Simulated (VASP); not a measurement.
These are r2SCAN meta-GGA, VASP's PBE PAW potentials (set 64) (plane waves; VASP) values and carry that method's errors.

VASP input:

INCAR:
```
SYSTEM = N
PREC = Accurate
ENCUT = 600
EDIFF = 1E-7
NELM = 100
ALGO = Normal
LREAL = .FALSE.
LASPH = .TRUE.
ISMEAR = 0
SIGMA = 0.05
METAGGA = R2SCAN
LMIXTAU = .TRUE.
LWAVE = .FALSE.
LCHARG = .FALSE.
ISIF = 2
```

KPOINTS:
```
Regular mesh
0
gamma
  6 6 4
```

**POSCAR**
```
N
1.0
  3.7158920781   0.0000000000   0.0000000000
 -1.8579460391   3.2180569070   0.0000000000
  0.0000000000   0.0000000000   7.3758368550
N
4
Cartesian
 -0.0000018580   2.1453723440   2.3975648751
  1.8579478970   1.0726845630   4.9782719799
  1.8579478970   1.0726845630   6.1854833033
 -0.0000018580   2.1453723440   1.2903535524
```

POTCAR, in this order: N (PBE.64 set). Program: vasp_std.

Output

File OUTCAR:
```
 ion  position               nearest neighbor table
   1  0.333  0.667  0.325-   4 1.11
   2  0.667  0.333  0.675-   3 1.21
   3  0.667  0.333  0.839-   2 1.21
   4  0.333  0.667  0.175-   1 1.11
  LATTYP: Found a hexagonal cell.
 ALAT       =     3.7158920781
 C/A-ratio  =     1.9849437766
 Subroutine PRICEL returns:
 Original cell was already a primitive cell.
 Subroutine GETGRP returns: Found  6 space group operations
The static configuration has the point symmetry C_3v.
The dynamic configuration has the point symmetry C_3v.
 Subroutine INISYM returns: Found  6 space group operations
 Subroutine IBZKPT returns following result:
 Found     24 irreducible k-points:

 Following reciprocal coordinates:
            Coordinates               Weight
  0.000000  0.000000  0.000000      1.000000
  0.166667  0.000000  0.000000      6.000000
  0.333333  0.000000  0.000000      6.000000
  0.500000  0.000000  0.000000      3.000000
  0.166667  0.166667  0.000000      6.000000
  0.333333  0.166667  0.000000     12.000000
  0.333333  0.333333  0.000000      2.000000
  0.000000  0.000000  0.250000      2.000000
  0.166667  0.000000  0.250000      6.000000
  0.000000  0.166667  0.250000      6.000000
  0.333333  0.000000  0.250000      6.000000
  0.000000  0.333333  0.250000      6.000000
  0.500000  0.000000  0.250000      6.000000
  0.166667  0.166667  0.250000     12.000000
  0.333333  0.166667  0.250000     12.000000
 -0.166667  0.500000  0.250000     12.000000
  0.333333  0.333333  0.250000      4.000000
  0.000000  0.000000  0.500000      1.000000
  0.166667  0.000000  0.500000      6.000000
  0.333333  0.000000  0.500000      6.000000
  0.500000  0.000000  0.500000      3.000000
...
```

### OSZICAR
```
       N       E                     dE             d eps       ncg     rms          rms(c)
DAV:   1     0.118555572196E+03    0.11856E+03   -0.10196E+04   672   0.136E+03
DAV:   2    -0.326596701060E+02   -0.15122E+03   -0.14581E+03   976   0.283E+02
DAV:   3    -0.441056089275E+02   -0.11446E+02   -0.11395E+02   846   0.912E+01
DAV:   4    -0.442097871661E+02   -0.10418E+00   -0.10401E+00   756   0.103E+01
DAV:   5    -0.442112454463E+02   -0.14583E-02   -0.14581E-02   786   0.110E+00    0.977E+00
DAV:   6    -0.381103924383E+02    0.61009E+01   -0.94973E-01   792   0.843E+00    0.651E+00
DAV:   7    -0.355325118162E+02    0.25779E+01   -0.49151E-01   708   0.918E+00    0.900E-01
DAV:   8    -0.369617908456E+02   -0.14293E+01   -0.11087E+00   672   0.944E+00    0.816E-01
DAV:   9    -0.367923680985E+02    0.16942E+00   -0.61160E-02   672   0.356E+00    0.620E-01
DAV:  10    -0.364760795198E+02    0.31629E+00   -0.11232E-01   702   0.343E+00    0.135E-01
DAV:  11    -0.356592856401E+02    0.81679E+00   -0.90795E-02   798   0.445E+00    0.214E-01
DAV:  12    -0.357519698445E+02   -0.92684E-01   -0.64587E-02   672   0.335E+00    0.190E-01
DAV:  13    -0.357368691575E+02    0.15101E-01   -0.10204E-03   834   0.362E-01    0.895E-02
DAV:  14    -0.358318551123E+02   -0.94986E-01   -0.33100E-02   738   0.209E+00    0.477E-02
DAV:  15    -0.358303460887E+02    0.15090E-02   -0.12543E-03   672   0.486E-01    0.278E-02
DAV:  16    -0.358315375827E+02   -0.11915E-02   -0.21992E-04   732   0.205E-01    0.143E-02
DAV:  17    -0.358336792913E+02   -0.21417E-02   -0.12229E-03   798   0.441E-01    0.577E-03
DAV:  18    -0.358337726374E+02   -0.93346E-04   -0.26657E-05   726   0.680E-02    0.433E-03
DAV:  19    -0.358337164214E+02    0.56216E-04   -0.42412E-05   672   0.907E-02    0.238E-03
DAV:  20    -0.358337784642E+02   -0.62043E-04   -0.15466E-05   672   0.565E-02    0.175E-03
DAV:  21    -0.358337848085E+02   -0.63442E-05   -0.45004E-06   708   0.269E-02    0.129E-03
DAV:  22    -0.358337898564E+02   -0.50480E-05   -0.20427E-06   786   0.198E-02    0.695E-04
DAV:  23    -0.358337898647E+02   -0.82061E-08   -0.36824E-07   672   0.857E-03
   1 F= -.35833790E+02 E0= -.35833790E+02  d E =-.412278E-13
```

### OUTCAR
```
------------------------ aborting loop because EDIFF is reached ----------------------------------------
  FORCE on cell =-STRESS in cart. coord.  units (eV):
  Direction    XX          YY          ZZ          XY          YZ          ZX
  --------------------------------------------------------------------------------------
  Total        0.0822641      0.0822641    -13.2300853     -0.0000000      0.0000000     -0.0000000
  in kB        1.4943521      1.4943521   -240.3284095     -0.0000000      0.0000000     -0.0000000
  external PRESSURE =     -79.1132351 kB  Pullay stress =       0.0000000 kB
  volume of cell :       88.20
      direct lattice vectors                 reciprocal lattice vectors
     3.715892078  0.000000000  0.000000000     0.269114382  0.155373262  0.000000000
    -1.857946039  3.218056907  0.000000000     0.000000000  0.310746525  0.000000000
     0.000000000  0.000000000  7.375836855     0.000000000  0.000000000  0.135577836
 POSITION                                       TOTAL-FORCE (eV/Angst)
 -----------------------------------------------------------------------------------
     -0.00000      2.14537      2.39756         0.000000      0.000000     -0.117313
      1.85795      1.07268      4.97827        -0.000000      0.000000     11.006291
      1.85795      1.07268      6.18548        -0.000000      0.000000    -11.022950
     -0.00000      2.14537      1.29035         0.000000     -0.000000      0.133972
 -----------------------------------------------------------------------------------
    total drift:                                0.000183     -0.000106     -0.000466
  FREE ENERGIE OF THE ION-ELECTRON SYSTEM (eV)
  ---------------------------------------------------
  free  energy   TOTEN  =       -35.8337898647 eV

  energy  without entropy=      -35.8337898647  energy(sigma->0) =      -35.83378986
```
(Selected blocks of OUTCAR.)

**OUTCAR**
```
 val. band max:       -6.6024458950   @ k =   0.0000   0.0000   0.0000

 cond. band min:       0.1030586022   @ k =   0.5000   0.0000   0.0000


 Fermi energy:        -6.3634071120

 k-point     1 :       0.0000    0.0000    0.0000
  band No.  band energies     occupation
      1     -26.1989      2.00000
      2     -24.5263      2.00000
      3     -11.7554      2.00000
      4     -10.6849      2.00000
      5      -8.1583      2.00000
      6      -8.1583      2.00000
      7      -7.9086      2.00000
      8      -7.2512      2.00000
      9      -7.2512      2.00000
     10      -6.6024      2.00000
     11       1.0406      0.00000
     12       1.0406      0.00000
     13       2.2001      0.00000
     14       2.2001      0.00000

 k-point     2 :       0.1667    0.0000    0.0000
  band No.  band energies     occupation
      1     -26.1865      2.00000
      2     -24.5104      2.00000
      3     -11.6788      2.00000
      4     -10.6837      2.00000
      5      -8.3967      2.00000
      6      -8.1941      2.00000
      7      -7.8121      2.00000
      8      -7.3236      2.00000
      9      -7.2892      2.00000
     10      -6.6129      2.00000
     11       0.8030      0.00000
     12       0.9789      0.00000
     13       1.9111      0.00000
     14       2.1730      0.00000

 k-point     3 :       0.3333    0.0000    0.0000
  band No.  band energies     occupation
      1     -26.1615      2.00000
      2     -24.4783      2.00000
      3     -11.5106      2.00000
      4     -10.6931      2.00000
      5      -8.7013      2.00000
      6      -8.2646      2.00000
      7      -7.9376      2.00000
      8      -7.3640      2.00000
      9      -7.2539      2.00000
     10      -6.6796      2.00000
     11       0.3331      0.00000
     12       0.8596      0.00000
     13       1.4615      0.00000
     14       2.1184      0.00000

 k-point     4 :       0.5000    0.0000    0.0000
  band No.  band energies     occupation
...
```

The structure comes from a computed database's N entry (P6_3/mmc); how it stands against other phases isn't given here. This cell was strained or had an atom moved on purpose.
